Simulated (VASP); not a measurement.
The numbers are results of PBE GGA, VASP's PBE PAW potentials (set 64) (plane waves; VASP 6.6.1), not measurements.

VASP input:

**INCAR**
```
! general
SYSTEM  = CoSi2
PREC    = Accurate
ENCUT   = 400   ! plane-wave cut-off (eV)
LREAL   = .FALSE.
LASPH   = .TRUE.

! electronic loop
EDIFF   = 1E-6
NELM    = 100   ! most electronic steps
ALGO    = Normal   ! blocked Davidson
LMAXMIX = 4   ! l cut-off of mixed one-centre charges

! smearing
ISMEAR  = 1   ! Methfessel-Paxton
SIGMA   = 0.1   ! width (eV)

! functional
GGA     = PE

! ions
ISIF    = 2

! output
LWAVE   = .FALSE.
LCHARG  = .FALSE.
```

KPOINTS:
```
Automatic mesh
0
Gamma
8 8 8
0 0 0
```

File POSCAR:
```
CoSi2
1
    0.0000000000     2.7336000000     2.7336000000
    2.7336000000     0.0000000000     2.7336000000
    2.7336000000     2.7336000000     0.0000000000
Co Si
1 2
Direct
  0.0000000000   0.0000000000   0.0000000000
  0.2500000000   0.2500000000   0.2500000000
  0.7500000000   0.7500000000   0.7500000000
```

POTCAR, in this order: Co Si (PBE.64 set). Program: vasp_std.

The resulting files:

OUTCAR:
```
 ion  position               nearest neighbor table
   1  0.000  0.000  0.000-   3 2.37   2 2.37   3 2.37   2 2.37   3 2.37   3 2.37   2 2.37   2 2.37
  LATTYP: Found a face centered cubic cell.
 ALAT       =     5.4672000000
 Subroutine PRICEL returns:
 Original cell was already a primitive cell.
 Subroutine GETGRP returns: Found 48 space group operations
The static configuration has the point symmetry O_h .
The dynamic configuration has the point symmetry O_h .
 Subroutine INISYM returns: Found 48 space group operations
 Subroutine IBZKPT returns following result:
 Found     29 irreducible k-points:

 Following reciprocal coordinates:
            Coordinates               Weight
  0.000000  0.000000  0.000000      1.000000
  0.125000  0.000000  0.000000      8.000000
  0.250000  0.000000  0.000000      8.000000
  0.375000  0.000000  0.000000      8.000000
  0.500000  0.000000  0.000000      4.000000
  0.125000  0.125000  0.000000      6.000000
  0.250000  0.125000  0.000000     24.000000
  0.375000  0.125000  0.000000     24.000000
  0.500000  0.125000  0.000000     24.000000
 -0.375000  0.125000  0.000000     24.000000
 -0.250000  0.125000  0.000000     24.000000
 -0.125000  0.125000  0.000000     12.000000
  0.250000  0.250000  0.000000      6.000000
  0.375000  0.250000  0.000000     24.000000
  0.500000  0.250000  0.000000     24.000000
 -0.375000  0.250000  0.000000     24.000000
 -0.250000  0.250000  0.000000     12.000000
  0.375000  0.375000  0.000000      6.000000
  0.500000  0.375000  0.000000     24.000000
 -0.375000  0.375000  0.000000     12.000000
  0.500000  0.500000  0.000000      3.000000
  0.375000  0.250000  0.125000     24.000000
  0.500000  0.250000  0.125000     48.000000
 -0.375000  0.250000  0.125000     24.000000
  0.500000  0.375000  0.125000     24.000000
...
```

File OSZICAR:
```
       N       E                     dE             d eps       ncg     rms          rms(c)
DAV:   1     0.548499711758E+02    0.54850E+02   -0.58808E+03   720   0.106E+03
DAV:   2    -0.172551139118E+02   -0.72105E+02   -0.66845E+02   696   0.226E+02
DAV:   3    -0.205835998128E+02   -0.33285E+01   -0.32256E+01   944   0.541E+01
DAV:   4    -0.206538618763E+02   -0.70262E-01   -0.70191E-01   840   0.784E+00
DAV:   5    -0.206561167444E+02   -0.22549E-02   -0.22543E-02   956   0.143E+00    0.138E+01
DAV:   6    -0.252165638594E+02   -0.45604E+01   -0.44737E+01   880   0.141E+02    0.201E+01
DAV:   7    -0.192054073000E+02    0.60112E+01   -0.18497E+01   904   0.110E+02    0.318E+00
DAV:   8    -0.192598230434E+02   -0.54416E-01   -0.14633E+00   972   0.112E+01    0.206E+00
DAV:   9    -0.192199710754E+02    0.39852E-01   -0.14388E-01   848   0.784E+00    0.480E-01
DAV:  10    -0.192197978658E+02    0.17321E-03   -0.78560E-03   996   0.138E+00    0.116E-01
DAV:  11    -0.192196683747E+02    0.12949E-03   -0.77310E-04  1028   0.546E-01    0.428E-02
DAV:  12    -0.192197067823E+02   -0.38408E-04   -0.84231E-05   784   0.798E-02    0.282E-02
DAV:  13    -0.192197037841E+02    0.29982E-05   -0.84321E-06   972   0.391E-02    0.781E-03
DAV:  14    -0.192197037596E+02    0.24572E-07   -0.15784E-06   580   0.218E-02
   1 F= -.19219704E+02 E0= -.19219738E+02  d E =0.102184E-03
```

**OUTCAR**
```
------------------------ aborting loop because EDIFF is reached ----------------------------------------
  FORCE on cell =-STRESS in cart. coord.  units (eV):
  Direction    XX          YY          ZZ          XY          YZ          ZX
  --------------------------------------------------------------------------------------
  Total       -2.4661956     -2.4661956     -2.4661956      0.0000000      0.0000000     -0.0000000
  in kB      -96.7170886    -96.7170886    -96.7170886      0.0000000      0.0000000     -0.0000000
  external PRESSURE =     -96.7170886 kB  Pullay stress =       0.0000000 kB
  volume of cell :       40.85
      direct lattice vectors                 reciprocal lattice vectors
     0.000000000  2.733600000  2.733600000    -0.182908984  0.182908984  0.182908984
     2.733600000  0.000000000  2.733600000     0.182908984 -0.182908984  0.182908984
     2.733600000  2.733600000  0.000000000     0.182908984  0.182908984 -0.182908984
 POSITION                                       TOTAL-FORCE (eV/Angst)
 -----------------------------------------------------------------------------------
      0.00000      0.00000      0.00000        -0.000000      0.000000      0.000000
      1.36680      1.36680      1.36680         0.000000      0.000000      0.000000
      4.10040      4.10040      4.10040        -0.000000     -0.000000     -0.000000
 -----------------------------------------------------------------------------------
    total drift:                               -0.000000     -0.000000      0.000000
  FREE ENERGIE OF THE ION-ELECTRON SYSTEM (eV)
  ---------------------------------------------------
  free  energy   TOTEN  =       -19.2197037596 eV

  energy  without entropy=      -19.2198059438  energy(sigma->0) =      -19.21973782
```
(Selected blocks of OUTCAR.)

### OUTCAR
```
 val. band max:        9.1406385686   @ k =   0.5000   0.2500   0.1250

 cond. band min:       9.2752700032   @ k =  -0.3750   0.1250   0.0000


 Fermi energy:         9.2636231460

 k-point     1 :       0.0000    0.0000    0.0000
  band No.  band energies     occupation
      1      -3.3743      2.00000
      2       5.4803      2.00000
      3       5.4803      2.00000
      4       5.4803      2.00000
      5       7.5831      2.00000
      6       7.5831      2.00000
      7       9.4494     -0.02463
      8      12.4621      0.00000
      9      12.4621      0.00000
     10      12.4621      0.00000
     11      12.7089      0.00000
     12      12.7089      0.00000

 k-point     2 :       0.1250    0.0000    0.0000
  band No.  band energies     occupation
      1      -3.1485      2.00000
      2       4.8655      2.00000
      3       5.5590      2.00000
      4       5.5590      2.00000
      5       7.5215      2.00000
      6       7.5215      2.00000
      7       9.6609     -0.00000
      8      10.7223     -0.00000
      9      11.5044      0.00000
     10      11.5044      0.00000
     11      13.4655      0.00000
     12      13.4655      0.00000

 k-point     3 :       0.2500    0.0000    0.0000
  band No.  band energies     occupation
      1      -2.4807      2.00000
      2       3.4621      2.00000
      3       5.7510      2.00000
      4       5.7510      2.00000
      5       7.4446      2.00000
      6       7.4446      2.00000
      7       8.4999      2.00000
      8      10.4343     -0.00000
      9      10.4343     -0.00000
     10      11.1189     -0.00000
     11      12.9891      0.00000
     12      12.9891      0.00000

 k-point     4 :       0.3750    0.0000    0.0000
  band No.  band energies     occupation
      1      -1.4051      2.00000
      2       1.7644      2.00000
      3       5.9228      2.00000
      4       5.9228      2.00000
      5       7.5616      2.00000
      6       7.5783      2.00000
...
```

The compound is CoSi2 in the fluorite structure. The cell was not relaxed at this level. The run is one of a series of settings (KPOINTS 8×8×8 Γ-centred mesh against the base run), some of them coarse on purpose. The run is not spin-polarised, so no magnetic state was tried. The electron count is odd and the run is not spin-polarised, which forces a metal.
